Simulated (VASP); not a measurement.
# A VASP study of TiAl3 (PBEsol): structure first, properties next, part 4 of 5

Wanted: the relaxed cell of TiAl3 and its properties. The start is a computed cell from the Materials Project.

VASP 6.6.1; PBEsol; plane waves and PAW (Ti_sv, Al).

Still holding for the runs below: This run has no spin polarisation. Its electron count is odd, so without a moment it is a metal by construction.

So far. Step 4 (Bands along the symmetry lines (PBEsol)): There is no gap at this level. Step 5 (Total and projected DOS (PBEsol)): The finer mesh and the other smearing move the Fermi level by -0.02 eV from the 7×7×7 run, a small shift, which tests the Fermi level alone. Of the states within 0.3 eV of the Fermi level, the largest shares in the PAW spheres are Ti d 49 % and Al p 7 %. The rest lies in smaller channels or between the spheres. The relaxed cell has a = 3.812, c = 8.561 Å (conventional setting).

### Step 6. Vibrations at Γ (PBEsol)

Zone-centre modes test whether the atoms sit at a minimum within this cell. IBRION = 8 takes the force constants from linear response, which needs tightly converged orbitals.

The input, INCAR:

```
SYSTEM = TiAl3
PREC = Accurate
ENCUT = 400
EDIFF = 1E-08
NELM = 100
ISMEAR = 1
SIGMA = 0.2
LREAL = .FALSE.
ALGO = Normal
GGA = PS
NBANDS = 16
LASPH = .TRUE.
LORBIT = 11
LWAVE = .FALSE.
LCHARG = .FALSE.
KPAR = 4
IBRION = 8
ISIF = 2
```

The input, POSCAR:

```
TiAl3
1.0
    0.0000000000     -3.8121898902      0.0000000000
   -3.8121898902      0.0000000000      0.0000000000
    1.9060949451     -1.9060949451     -4.2804033547
Ti Al
1 3
Direct
    0.0000000000      0.0000000000      0.0000000000
    0.5000000000      0.5000000000      0.0000000000
    0.7500000000      0.7500000000      0.5000000000
    0.2500000000      0.2500000000      0.5000000000
```

The input, KPOINTS:

```
Automatic mesh
0
Gamma
11 11 11
0 0 0
```

The projector-augmented-wave data sets are Ti_sv and Al (PBE family, release 64).

On the command line:

```console
$ mpirun -np 4 vasp_std
```

What it wrote:

```text
[... set-up lines as in an earlier step ...]
 entering main loop
       N       E                     dE             d eps       ncg     rms          rms(c)
DAV:   1     0.990579194972E+02    0.99058E+02   -0.81126E+03  4032   0.101E+03
DAV:   2    -0.174943885218E+02   -0.11655E+03   -0.11470E+03  4288   0.278E+02
DAV:   3    -0.241745383947E+02   -0.66801E+01   -0.65359E+01  6608   0.625E+01
DAV:   4    -0.243172003969E+02   -0.14266E+00   -0.14261E+00  4688   0.914E+00
DAV:   5    -0.243221190191E+02   -0.49186E-02   -0.49185E-02  6648   0.159E+00    0.114E+01
DAV:   6    -0.229858568556E+02    0.13363E+01   -0.28023E+01  6056   0.393E+01    0.657E+00
DAV:   7    -0.223073610944E+02    0.67850E+00   -0.85990E+00  5232   0.214E+01    0.311E+00
DAV:   8    -0.222699195161E+02    0.37442E-01   -0.13319E+00  5144   0.918E+00    0.168E+00
DAV:   9    -0.222243119616E+02    0.45608E-01   -0.41242E-01  5368   0.499E+00    0.235E-01
DAV:  10    -0.222259419636E+02   -0.16300E-02   -0.93361E-03  5040   0.721E-01    0.309E-01
DAV:  11    -0.222240944180E+02    0.18475E-02   -0.83223E-03  5824   0.625E-01    0.707E-02
DAV:  12    -0.222240519893E+02    0.42429E-04   -0.41905E-04  5600   0.149E-01    0.356E-02
DAV:  13    -0.222240525651E+02   -0.57586E-06   -0.56802E-06  4416   0.193E-02    0.348E-02
DAV:  14    -0.222240547488E+02   -0.21836E-05   -0.43835E-06  5472   0.128E-02    0.259E-02
DAV:  15    -0.222240508744E+02    0.38743E-05   -0.15291E-05  5512   0.309E-02    0.153E-02
DAV:  16    -0.222240502829E+02    0.59150E-06   -0.90456E-07  5320   0.648E-03    0.106E-02
DAV:  17    -0.222240501008E+02    0.18216E-06   -0.23277E-07  5144   0.327E-03    0.594E-03
DAV:  18    -0.222240500480E+02    0.52738E-07   -0.11551E-07  5216   0.241E-03    0.258E-03
DAV:  19    -0.222240500466E+02    0.14718E-08   -0.30465E-08  4488   0.126E-03
   1 F= -.22224050E+02 E0= -.22224612E+02  d E =0.168636E-02
 Linear response reoptimize wavefunctions to high precision
DAV:   1    -0.222240500527E+02   -0.61764E-08   -0.81934E-09  5456   0.581E-04
DAV:   2    -0.222240500528E+02   -0.33879E-10   -0.19034E-10  2440   0.953E-05
 Linear response DOF=           6
 Linear response progress:
  Degree of freedom:   1/  6
       N       E                     dE             d eps       ncg     rms          rms(c)
RMM:   1    -0.792652424909E+00   -0.79265E+00    0.83457E+00  6985   0.142E+02
RMM:   2    -0.697370447715E+00    0.95282E-01   -0.52926E-01 11950   0.582E+00    0.172E-01
RMM:   3    -0.695892002737E+00    0.14784E-02   -0.27083E-02 13778   0.128E+00    0.802E-02
RMM:   4    -0.696681354216E+00   -0.78935E-03   -0.18964E-02 16160   0.568E-01    0.361E-02
RMM:   5    -0.698135416125E+00   -0.14541E-02   -0.90027E-04 15790   0.160E-01    0.139E-02
RMM:   6    -0.698487824995E+00   -0.35241E-03   -0.24562E-04 16790   0.689E-02    0.411E-03
RMM:   7    -0.698459607659E+00    0.28217E-04   -0.40486E-05 16674   0.259E-02    0.328E-03
RMM:   8    -0.698492725868E+00   -0.33118E-04   -0.17849E-05 16740   0.129E-02    0.167E-03
RMM:   9    -0.698552728921E+00   -0.60003E-04   -0.85901E-06 17249   0.643E-03    0.303E-04
RMM:  10    -0.698540744769E+00    0.11984E-04   -0.67928E-06 17721   0.331E-03    0.129E-04
RMM:  11    -0.698543251752E+00   -0.25070E-05   -0.52970E-06 17842   0.205E-03    0.749E-05
RMM:  12    -0.698545257526E+00   -0.20058E-05   -0.47847E-06 18088   0.152E-03    0.381E-05
RMM:  13    -0.698547684107E+00   -0.24266E-05   -0.37557E-06 15934   0.122E-03    0.215E-05
RMM:  14    -0.698546827369E+00    0.85674E-06   -0.32660E-06 17243   0.101E-03    0.961E-06
RMM:  15    -0.698547080679E+00   -0.25331E-06   -0.26811E-06 16558   0.872E-04    0.626E-06
RMM:  16    -0.698547424769E+00   -0.34409E-06   -0.22616E-06 16089   0.765E-04    0.146E-06
RMM:  17    -0.698547530716E+00   -0.10595E-06   -0.19038E-06 17504   0.673E-04    0.278E-06
RMM:  18    -0.698547618296E+00   -0.87580E-07   -0.16161E-06 15849   0.601E-04    0.359E-06
RMM:  19    -0.698547546356E+00    0.71940E-07   -0.13877E-06 14708   0.548E-04    0.109E-05
RMM:  20    -0.698547604829E+00   -0.58473E-07   -0.11894E-06 14520   0.493E-04    0.996E-06
RMM:  21    -0.698547655943E+00   -0.51115E-07   -0.10335E-06 14719   0.447E-04    0.924E-06
RMM:  22    -0.698547676321E+00   -0.20378E-07   -0.88838E-07 14427   0.403E-04    0.117E-05
RMM:  23    -0.698547711336E+00   -0.35014E-07   -0.76804E-07 14526   0.370E-04    0.116E-05
RMM:  24    -0.698547730229E+00   -0.18893E-07   -0.68127E-07 13570   0.337E-04    0.127E-05
RMM:  25    -0.698547742089E+00   -0.11860E-07   -0.59217E-07  9038   0.309E-04    0.146E-05
RMM:  26    -0.698547748942E+00   -0.68534E-08   -0.52409E-07  8233   0.281E-04    0.160E-05
RMM:  27    -0.698547753641E+00   -0.46990E-08   -0.46741E-07  7279   0.258E-04    0.172E-05
RMM:  28    -0.698547760260E+00   -0.66184E-08   -0.39940E-07  7126   0.238E-04    0.183E-05
RMM:  29    -0.698547766020E+00   -0.57606E-08   -0.35362E-07  6857   0.220E-04    0.192E-05
 first order change of Fermi-energy  -0.20959E-02
 force on displaced ion       1 direction 1 : -10.275   0.000   0.000
 Linear response progress:
  Degree of freedom:   2/  6
       N       E                     dE             d eps       ncg     rms          rms(c)
RMM:   1    -0.741204123758E+00   -0.74120E+00    0.18107E+01  4111   0.147E+02
RMM:   2    -0.646004733109E+00    0.95199E-01   -0.57064E-01  6801   0.583E+00    0.179E-01
RMM:   3    -0.644781318578E+00    0.12234E-02   -0.28968E-02  7933   0.129E+00    0.792E-02
RMM:   4    -0.645422692092E+00   -0.64137E-03   -0.19324E-02  9212   0.560E-01    0.318E-02
RMM:   5    -0.646532814481E+00   -0.11101E-02   -0.67797E-04  9107   0.144E-01    0.132E-02
RMM:   6    -0.646928563245E+00   -0.39575E-03   -0.21049E-04  9512   0.621E-02    0.412E-03
RMM:   7    -0.646976844835E+00   -0.48282E-04   -0.33905E-05  9456   0.224E-02    0.278E-03
RMM:   8    -0.647033143935E+00   -0.56299E-04   -0.15856E-05  9299   0.116E-02    0.977E-04
RMM:   9    -0.647069329474E+00   -0.36186E-04   -0.87737E-06 10048   0.574E-03    0.401E-04
RMM:  10    -0.647057123838E+00    0.12206E-04   -0.56804E-06  9785   0.298E-03    0.525E-05
RMM:  11    -0.647057446592E+00   -0.32275E-06   -0.51192E-06 10233   0.193E-03    0.358E-05
RMM:  12    -0.647057578689E+00   -0.13210E-06   -0.44301E-06  9915   0.148E-03    0.216E-05
RMM:  13    -0.647058191539E+00   -0.61285E-06   -0.39313E-06  9971   0.121E-03    0.697E-06
RMM:  14    -0.647058188640E+00    0.28996E-08   -0.33535E-06 10387   0.103E-03    0.113E-05
RMM:  15    -0.647058221965E+00   -0.33326E-07   -0.29265E-06 10455   0.898E-04    0.161E-05
RMM:  16    -0.647058054668E+00    0.16730E-06   -0.26397E-06  8619   0.830E-04    0.304E-05
RMM:  17    -0.647058203911E+00   -0.14924E-06   -0.24376E-06  8641   0.751E-04    0.286E-05
RMM:  18    -0.647058250532E+00   -0.46621E-07   -0.21280E-06  8772   0.690E-04    0.285E-05
RMM:  19    -0.647058315486E+00   -0.64954E-07   -0.20246E-06  8316   0.647E-04    0.376E-05
RMM:  20    -0.647058213649E+00    0.10184E-06   -0.18118E-06  9356   0.621E-04    0.551E-05
RMM:  21    -0.647058302356E+00   -0.88707E-07   -0.16741E-06  8037   0.562E-04    0.514E-05
RMM:  22    -0.647058314520E+00   -0.12164E-07   -0.14578E-06  8684   0.511E-04    0.542E-05
RMM:  23    -0.647058330928E+00   -0.16408E-07   -0.13218E-06  7690   0.473E-04    0.567E-05
 first order change of Fermi-energy   0.12039E-02
 force on displaced ion       1 direction 3 :  -0.000   0.000  -7.836
 Linear response progress:
  Degree of freedom:   3/  6
       N       E                     dE             d eps       ncg     rms          rms(c)
RMM:   1    -0.876881631635E-02   -0.87688E-02    0.33021E-03 12680   0.130E+00
RMM:   2    -0.731612174754E-02    0.14527E-02   -0.18050E-03 14036   0.245E-01    0.453E-02
RMM:   3    -0.735369896870E-02   -0.37577E-04   -0.35358E-04 15216   0.105E-01    0.249E-02
RMM:   4    -0.745947201270E-02   -0.10577E-03   -0.10262E-04 15239   0.528E-02    0.740E-03
RMM:   5    -0.746936064689E-02   -0.98886E-05   -0.11658E-05 16517   0.191E-02    0.348E-03
RMM:   6    -0.747700138438E-02   -0.76407E-05   -0.18755E-06 17297   0.782E-03    0.102E-03
RMM:   7    -0.747828277154E-02   -0.12814E-05   -0.30163E-07 16406   0.319E-03    0.442E-04
RMM:   8    -0.747841757293E-02   -0.13480E-06   -0.12832E-07 16639   0.163E-03    0.153E-04
RMM:   9    -0.747845843373E-02   -0.40861E-07   -0.26242E-08 17877   0.626E-04    0.729E-05
RMM:  10    -0.747847999392E-02   -0.21560E-07   -0.89637E-09 17517   0.298E-04    0.177E-05
RMM:  11    -0.747846673787E-02    0.13256E-07   -0.61733E-09 18326   0.130E-04    0.702E-06
RMM:  12    -0.747847353993E-02   -0.68021E-08   -0.69283E-09 17927   0.645E-05    0.220E-06
 first order change of Fermi-energy   0.31757E-03
 force on displaced ion       2 direction 1 :  -8.659   0.000   0.000
 Linear response progress:
  Degree of freedom:   4/  6
       N       E                     dE             d eps       ncg     rms          rms(c)
RMM:   1    -0.104424663245E-01   -0.10442E-01    0.95221E-03  9505   0.700E-01
RMM:   2    -0.816753113821E-02    0.22749E-02   -0.15119E-03  8721   0.191E-01    0.456E-02
RMM:   3    -0.811238387402E-02    0.55147E-04   -0.48897E-04  8622   0.928E-02    0.210E-02
RMM:   4    -0.814693147047E-02   -0.34548E-04   -0.13581E-04  8771   0.462E-02    0.756E-03
RMM:   5    -0.813882824705E-02    0.81032E-05   -0.14392E-05  9069   0.176E-02    0.234E-03
RMM:   6    -0.814129775975E-02   -0.24695E-05   -0.31821E-06  9593   0.697E-03    0.653E-04
RMM:   7    -0.813987528864E-02    0.14225E-05   -0.62691E-07  9566   0.302E-03    0.328E-04
RMM:   8    -0.813936568180E-02    0.50961E-06   -0.12507E-07  9943   0.143E-03    0.155E-04
RMM:   9    -0.813953885734E-02   -0.17318E-06    0.30495E-08 10119   0.598E-04    0.283E-05
RMM:  10    -0.813959341926E-02   -0.54562E-07    0.40849E-08 10498   0.277E-04    0.327E-05
RMM:  11    -0.813962273763E-02   -0.29318E-07    0.35861E-08 10119   0.135E-04    0.113E-05
RMM:  12    -0.813960441802E-02    0.18320E-07    0.17869E-08 10184   0.718E-05    0.547E-06
RMM:  13    -0.813960266320E-02    0.17548E-08    0.13951E-08 10247   0.406E-05    0.364E-06
 first order change of Fermi-energy   0.23864E-03
 force on displaced ion       2 direction 3 :   0.000  -0.000  -4.227
 Linear response progress:
  Degree of freedom:   5/  6
       N       E                     dE             d eps       ncg     rms          rms(c)
RMM:   1    -0.856888947838E-02   -0.85689E-02    0.46483E-05 27467   0.668E-01
RMM:   2    -0.721656916228E-02    0.13523E-02   -0.11382E-03 25863   0.177E-01    0.592E-02
RMM:   3    -0.718280929734E-02    0.33760E-04   -0.31390E-04 24804   0.843E-02    0.273E-02
RMM:   4    -0.728828043618E-02   -0.10547E-03   -0.13712E-04 24796   0.489E-02    0.748E-03
RMM:   5    -0.728889350880E-02   -0.61307E-06   -0.13698E-05 27736   0.178E-02    0.230E-03
RMM:   6    -0.729520947487E-02   -0.63160E-05   -0.27282E-06 30448   0.666E-03    0.801E-04
RMM:   7    -0.729420693479E-02    0.10025E-05   -0.49991E-07 29754   0.232E-03    0.180E-04
RMM:   8    -0.729470227084E-02   -0.49534E-06   -0.72164E-08 30045   0.957E-04    0.100E-04
RMM:   9    -0.729491824910E-02   -0.21598E-06    0.56560E-08 30416   0.438E-04    0.511E-05
RMM:  10    -0.729491205426E-02    0.61948E-08    0.38847E-08 30086   0.217E-04    0.104E-05
 first order change of Fermi-energy   0.18935E-04
 force on displaced ion       3 direction 1 :  -7.399  -0.000  -0.000
 Linear response progress:
  Degree of freedom:   6/  6
       N       E                     dE             d eps       ncg     rms          rms(c)
RMM:   1    -0.111134583519E-01   -0.11113E-01    0.50344E-03 14518   0.118E+00
RMM:   2    -0.857665646020E-02    0.25368E-02   -0.17862E-03 15019   0.257E-01    0.570E-02
RMM:   3    -0.852525080654E-02    0.51406E-04   -0.53747E-04 14983   0.124E-01    0.276E-02
RMM:   4    -0.860152188053E-02   -0.76271E-04   -0.16735E-04 15673   0.637E-02    0.969E-03
RMM:   5    -0.860482122656E-02   -0.32993E-05   -0.18314E-05 16492   0.247E-02    0.339E-03
RMM:   6    -0.861393185988E-02   -0.91106E-05   -0.37221E-06 17542   0.107E-02    0.114E-03
RMM:   7    -0.861314057925E-02    0.79128E-06   -0.63130E-07 17219   0.406E-03    0.535E-04
RMM:   8    -0.861283935143E-02    0.30123E-06   -0.15289E-07 16942   0.182E-03    0.240E-04
RMM:   9    -0.861317986045E-02   -0.34051E-06   -0.38791E-08 17700   0.756E-04    0.106E-04
RMM:  10    -0.861323432050E-02   -0.54460E-07   -0.16865E-08 17472   0.340E-04    0.245E-05
RMM:  11    -0.861323151521E-02    0.28053E-08   -0.21793E-08 18200   0.151E-04    0.791E-06
 first order change of Fermi-energy  -0.29804E-03
 force on displaced ion       3 direction 3 :  -0.000   0.000  -6.441
 Linear response finished
```

It took 21 min on 4 MPI ranks of AMD EPYC 7571, shared host; peak memory 2.8 GiB; 84 min of CPU time.

OUTCAR, selected parts (step 6):

```text
   k-points           NKPTS =    126   k-points in BZ     NKDIM =    126   number of bands    NBANDS=     16

   NELECT =      21.0000    total number of electrons

  Total        0.0524862      0.0524862     -0.0556322      0.0000000     -0.0000000      0.0000000
  in kB        1.3518298      1.3518298     -1.4328579      0.0000000     -0.0000000      0.0000000
  external PRESSURE =       0.4236006 kB  Pullay stress =       0.0000000 kB

 POSITION                                       TOTAL-FORCE (eV/Angst)
 -----------------------------------------------------------------------------------
      0.00000      0.00000      0.00000        -0.000000     -0.000000      0.000000
     -1.90609     -1.90609      0.00000        -0.000000     -0.000000      0.000000
     -1.90609     -3.81219     -2.14020         0.000000     -0.000000      0.000000
      0.00000     -1.90609     -2.14020        -0.000000      0.000000     -0.000000
 -----------------------------------------------------------------------------------
    total drift:                                0.000000     -0.000000      0.000000

 Eigenvectors and eigenvalues of the dynamical matrix
 ----------------------------------------------------

   1 f  =   10.553278 THz    66.308204 2PiTHz  352.019476 cm-1    43.644833 meV
             X         Y         Z           dx          dy          dz
      0.000000  0.000000  0.000000     0.546257    0.243770    0.000000
     -1.906095 -1.906095  0.000000    -0.731795   -0.326567   -0.000000
     -1.906095 -3.812190 -2.140202     0.001952    0.000871   -0.000000
      0.000000 -1.906095 -2.140202     0.001952    0.000871   -0.000000

   2 f  =   10.553278 THz    66.308204 2PiTHz  352.019476 cm-1    43.644833 meV
             X         Y         Z           dx          dy          dz
      0.000000  0.000000  0.000000     0.243770   -0.546257   -0.000000
     -1.906095 -1.906095  0.000000    -0.326567    0.731795    0.000000
     -1.906095 -3.812190 -2.140202     0.000871   -0.001952   -0.000000
      0.000000 -1.906095 -2.140202     0.000871   -0.001952   -0.000000

   3 f  =   10.344564 THz    64.996814 2PiTHz  345.057521 cm-1    42.781661 meV
             X         Y         Z           dx          dy          dz
      0.000000  0.000000  0.000000    -0.000000   -0.000000    0.000000
     -1.906095 -1.906095  0.000000     0.000000    0.000000   -0.000000
     -1.906095 -3.812190 -2.140202     0.576770    0.409068    0.000000
      0.000000 -1.906095 -2.140202    -0.576770   -0.409068    0.000000

   4 f  =   10.344564 THz    64.996814 2PiTHz  345.057521 cm-1    42.781661 meV
             X         Y         Z           dx          dy          dz
      0.000000  0.000000  0.000000     0.000000   -0.000000   -0.000000
     -1.906095 -1.906095  0.000000    -0.000000    0.000000   -0.000000
     -1.906095 -3.812190 -2.140202     0.409068   -0.576770    0.000000
      0.000000 -1.906095 -2.140202    -0.409068    0.576770    0.000000

   5 f  =    9.866534 THz    61.993264 2PiTHz  329.112160 cm-1    40.804689 meV
             X         Y         Z           dx          dy          dz
      0.000000  0.000000  0.000000     0.000000   -0.000000   -0.523558
     -1.906095 -1.906095  0.000000     0.000000   -0.000000   -0.380658
     -1.906095 -3.812190 -2.140202    -0.000000    0.000000    0.538974
      0.000000 -1.906095 -2.140202     0.000000   -0.000000    0.538974

   6 f  =    7.754031 THz    48.720016 2PiTHz  258.646647 cm-1    32.068083 meV
             X         Y         Z           dx          dy          dz
      0.000000  0.000000  0.000000    -0.000000    0.000000    0.000000
     -1.906095 -1.906095  0.000000    -0.000000    0.000000    0.000000
     -1.906095 -3.812190 -2.140202     0.000000   -0.000000   -0.707107
      0.000000 -1.906095 -2.140202     0.000000   -0.000000    0.707107

   7 f  =    6.822539 THz    42.867277 2PiTHz  227.575407 cm-1    28.215742 meV
             X         Y         Z           dx          dy          dz
      0.000000  0.000000  0.000000     0.072879   -0.515038    0.000000
     -1.906095 -1.906095  0.000000     0.053998   -0.381609   -0.000000
     -1.906095 -3.812190 -2.140202    -0.075507    0.533611   -0.000000
      0.000000 -1.906095 -2.140202    -0.075507    0.533611    0.000000

   8 f  =    6.822539 THz    42.867277 2PiTHz  227.575407 cm-1    28.215742 meV
             X         Y         Z           dx          dy          dz
      0.000000  0.000000  0.000000     0.515038    0.072879    0.000000
     -1.906095 -1.906095  0.000000     0.381609    0.053998   -0.000000
     -1.906095 -3.812190 -2.140202    -0.533611   -0.075507   -0.000000
      0.000000 -1.906095 -2.140202    -0.533611   -0.075507    0.000000

   9 f  =    6.123492 THz    38.475032 2PiTHz  204.257692 cm-1    25.324715 meV
             X         Y         Z           dx          dy          dz
      0.000000  0.000000  0.000000     0.000000   -0.000000   -0.595881
     -1.906095 -1.906095  0.000000     0.000000   -0.000000    0.803030
     -1.906095 -3.812190 -2.140202    -0.000000    0.000000   -0.005843
      0.000000 -1.906095 -2.140202    -0.000000    0.000000   -0.005843

  10 f/i=    0.001876 THz     0.011788 2PiTHz    0.062579 cm-1     0.007759 meV
             X         Y         Z           dx          dy          dz
      0.000000  0.000000  0.000000     0.579490    0.189196   -0.000000
     -1.906095 -1.906095  0.000000     0.434889    0.141986   -0.000000
     -1.906095 -3.812190 -2.140202     0.435165    0.142076   -0.000000
      0.000000 -1.906095 -2.140202     0.435165    0.142076   -0.000000

  11 f/i=    0.001876 THz     0.011788 2PiTHz    0.062579 cm-1     0.007759 meV
             X         Y         Z           dx          dy          dz
      0.000000  0.000000  0.000000    -0.189196    0.579490   -0.000000
     -1.906095 -1.906095  0.000000    -0.141986    0.434889   -0.000000
     -1.906095 -3.812190 -2.140202    -0.142076    0.435165   -0.000000
      0.000000 -1.906095 -2.140202    -0.142076    0.435165   -0.000000

  12 f/i=    0.006904 THz     0.043377 2PiTHz    0.230282 cm-1     0.028551 meV
             X         Y         Z           dx          dy          dz
      0.000000  0.000000  0.000000     0.000000    0.000000    0.608944
     -1.906095 -1.906095  0.000000     0.000000    0.000000    0.458522
     -1.906095 -3.812190 -2.140202     0.000000    0.000000    0.457682
      0.000000 -1.906095 -2.140202     0.000000    0.000000    0.457682

 ELASTIC MODULI CONTR FROM IONIC RELAXATION (kBar)
 Direction    XX          YY          ZZ          XY          YZ          ZX
 --------------------------------------------------------------------------------
 XX          -3.2812      3.2812      0.0000      0.0000      0.0000      0.0000
 YY           3.2812     -3.2812      0.0000      0.0000     -0.0000     -0.0000
 ZZ           0.0000      0.0000      0.0000      0.0000      0.0000      0.0000
 XY           0.0000      0.0000      0.0000      0.0000      0.0000      0.0000
 YZ           0.0000     -0.0000      0.0000      0.0000    -14.3698      0.0000
 ZX           0.0000     -0.0000      0.0000      0.0000      0.0000    -17.5640
 --------------------------------------------------------------------------------

[... 6 parts as in an earlier step ...]

[... 4 further parts left out ...]
```

Energies printed during the response cycles are not total energies of the cell.

This step gave:

```
bands                     : 16
irreducible k-points      : 126
pressure of the cell      : 0.04236 GPa
largest force of the cell : 0 eV/Å
Fermi energy              : 8.347 eV
```

(Continued in part 5 of 5.)

[Lines on the potential files, build, host, timing and source positions are cut from VASP's logs without a mark.]

[Logs are printed without paths, hosts, clocks, repeated set-up lines and the standing remarks that a program may print on its own settings, such as how far it seeks lower states.]

[Hosts, paths, dates, database ids (printed as entryN), source tags and the programs' standing remarks are cut or masked in the printed files.]

[A measured line is paired with the nearest computed mode of its activity, which favours agreement.]
